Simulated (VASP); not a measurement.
An input for Ansatz (written as the equivalent of a VASP run, and not itself run):

Ansatz 0.2 input:
```yaml
crystal:
  lattice:
    - [0.0000000, 1.7528791, 1.7528791]
    - [1.7528791, 0.0000000, 1.7528791]
    - [1.7528791, 1.7528791, 0.0000000]
  atoms:
    - { symbol: Ni, position: [0.0000000, 0.0000000, 0.0000000], spin: 0.6 }
kpoints:
  mp_grid: { grid: [18, 18, 18] }
hamiltonian:
  xc: revpbe
  pseudopotentials: { kind: paw }
magnetization: { spin_polarized: true }
scf:
  occupations: { method: methfessel_paxton, width: 0.1 }
  max_iter: 100
output: { forces: true, stress: true, eigenvalues: true }
```

Write the VASP files for the same calculation (revPBE).

This is not unique; one that fits is 
INCAR:
```
! general
SYSTEM  = Ni
PREC    = Accurate
ENCUT   = 520   ! plane-wave cut-off (eV)
LREAL   = F
LASPH   = T

! electronic loop
EDIFF   = 1E-7   ! SCF stop (eV)
NELM    = 100   ! most electronic steps
ALGO    = Normal
LMAXMIX = 4   ! l cut-off of mixed one-centre charges

! smearing
ISMEAR  = 1
SIGMA   = 0.1   ! width (eV)

! functional
GGA     = RE

! spin
ISPIN   = 2
MAGMOM  = 0.6

! ions
ISIF    = 2   ! forces and stress, cell fixed

! output
LWAVE   = F
LCHARG  = F
LORBIT  = 10
```

File POSCAR:
```
Ni
1
    0.0000000000     1.7528791483     1.7528791483
    1.7528791483     0.0000000000     1.7528791483
    1.7528791483     1.7528791483     0.0000000000
Ni
1
Direct
  0.0000000000   0.0000000000   0.0000000000
```

**KPOINTS**
```
Automatic mesh
0
Gamma
18 18 18
0 0 0
```

POTCAR, in this order: Ni (PBE.64 set). Program: vasp_std.

The two are equivalent in intent, not identical: each code has its own PAW files, so the cut-off isn't converted (ENCUT is set for VASP's; basis.ecutwfc is left out, and Ansatz then takes the one that its files recommend); Ansatz stops its SCF on the density residual and VASP on the energy change (EDIFF).

The compound is Ni in the fcc structure. This cell is one point of a volume scan, at 0.97 of the reference volume.
